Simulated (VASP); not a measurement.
Energy against volume of Yb (fcc). All values below come from PBE GGA, VASP's PBE PAW potentials (set 64) (plane waves; VASP 6.6.1). Settings: 520 eV cut-off, 8×8×8 Γ-centred mesh, Gaussian smearing of 0.050 eV, potentials Yb_2.

The 4f electrons are frozen in the core of the lanthanide potential, so 4f levels, which can set the real gap, and their magnetism are missing.

```json
[
 {"V (Å³/atom)": "37.488", "E (eV/atom)": "-1.46736"},
 {"V (Å³/atom)": "38.685", "E (eV/atom)": "-1.47272"},
 {"V (Å³/atom)": "39.881", "E (eV/atom)": "-1.47435"},
 {"V (Å³/atom)": "41.078", "E (eV/atom)": "-1.47284"}
]
```

Task: Fit these four points and predict the energy of the run at 42.274 Å³/atom.

Result: A cubic in V^(−2/3), the third-order Birch-Murnaghan form, passes through the four points with V0 = 39.87 Å³/atom and B0 = 14 GPa, and gives -1.4687 eV/atom there. The run gave -1.4683 eV/atom, +0.4 meV/atom from the fit; all five points give B0 = 15 GPa.

The compound is Yb in the fcc structure. It was relaxed first.
